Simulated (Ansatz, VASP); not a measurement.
# Ta4O: VASP beside Ansatz

File INCAR:

```
SYSTEM = Ta4O
  PREC = Accurate
  ENCUT = 520
  EDIFF = 1E-7
  ISMEAR = 0
  SIGMA = 0.1
  LREAL = .FALSE.
  LASPH = .TRUE.
  NELM = 100
  ALGO = Normal
  ISIF = 2
  LWAVE = .FALSE.
  LCHARG = .TRUE.
  GGA = PE
  LELF = .TRUE.
  LVHAR = .TRUE.
  NBANDS = 33
```

File KPOINTS:

```
regular mesh
0
G
  6 6 6
  0 0 0
```

Contents of POSCAR:

```
Ta4O
1.0
    2.7319256800      1.5772780300      2.8250314000
   -2.7319256800      1.5772780300      2.8250314000
    0.0000000000     -3.1545560600      2.8250314000
Ta O
4 1
Direct
    0.3294392500      0.8710097800      0.3294392500
    0.3294392500      0.3294392500      0.8710097800
    0.8710097800      0.3294392500      0.3294392500
    0.6610006300      0.6610006300      0.6610006300
    0.1376056100      0.1376056100      0.1376056100
```

Input for Ansatz:

```yaml
crystal:
  lattice:
    - [2.73192568, 1.57727803, 2.8250314]
    - [-2.73192568, 1.57727803, 2.8250314]
    - [0.0, -3.15455606, 2.8250314]
  atoms:
    - { symbol: Ta, position: [0.32943925, 0.87100978, 0.32943925] }
    - { symbol: Ta, position: [0.32943925, 0.32943925, 0.87100978] }
    - { symbol: Ta, position: [0.87100978, 0.32943925, 0.32943925] }
    - { symbol: Ta, position: [0.66100063, 0.66100063, 0.66100063] }
    - { symbol: O, position: [0.13760561, 0.13760561, 0.13760561] }
basis:
  ecutwfc: 420
kpoints:
  mp_grid: { grid: [6, 6, 6] }
hamiltonian:
  xc: pbe
scf:
  occupations: { method: gaussian, width: 0.1 }
  lower_state_search: "off"
output:
  forces: true
  stress: true
  eigenvalues: true
```

Alike in both runs: task single point; functional PBE; k mesh 6 × 6 × 6; occupations gaussian, width 0.1 eV; no spin polarisation.

```csv
,VASP,Ansatz
version,VASP 6.6.1,Ansatz 0.2.0
potentials or method,"VASP PAW PBE potentials, release 64 (Ta_pv, O)","scalar-relativistic, plane waves, PAW"
plane-wave cutoff (eV),520,420
valence electrons in the cell,50,58
```

Ansatz gave:

| Quantity | Value |
| --- | --- |
| gap on the k mesh at the Fermi level (eV) | none |
| rms of the force components (eV/Å) | 16.431 |

Question: Estimate VASP's values.

Answer: gap on the k mesh at the Fermi level (eV): none; rms of the force components (eV/Å): 17.691.

Atom by atom the forces differ by 1.303 eV/Å (rms over components). A gap of «none» marks a metal or a gap that the smearing closes. The two sets of potentials don't hold the same shells in valence.

Caveats: forces of over 1 eV/Å show positions far from the minimum, so gaps and moduli don't describe the material at rest. The runs have no spin-orbit coupling, so splittings on Ta are missing.
